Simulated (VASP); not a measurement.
SiC (wurtzite): the bulk modulus from VASP (plane waves, PAW) at several levels of theory. Static lattice, third-order Birch-Murnaghan fit over five volumes.

```csv
level,bulk modulus (GPa)
LDA,229
PBE,213
PBEsol,222
SCAN,226
r2SCAN,227
```

The cell of the LDA run:

```xyz
4
Lattice="1.5293 -2.6488 0.0000 1.5293 2.6488 0.0000 0.0000 0.0000 5.0193" Properties=species:S:1:pos:R:3 pbc="T T T"
Si     1.5293    -0.8829     2.5075
Si     1.5293     0.8829     5.0172
C      1.5293    -0.8829     4.3940
C      1.5293     0.8829     1.8843
```

Only levels that ran to the end are used. Left out are those held back, those with too coarse a band path, GW runs whose mesh misses a band edge, hybrids' fits of cells that aren't cubic and levels without matching references; a question may draw on a part of the rest.

The compound is SiC in the wurtzite structure, the rare 2H polytype.
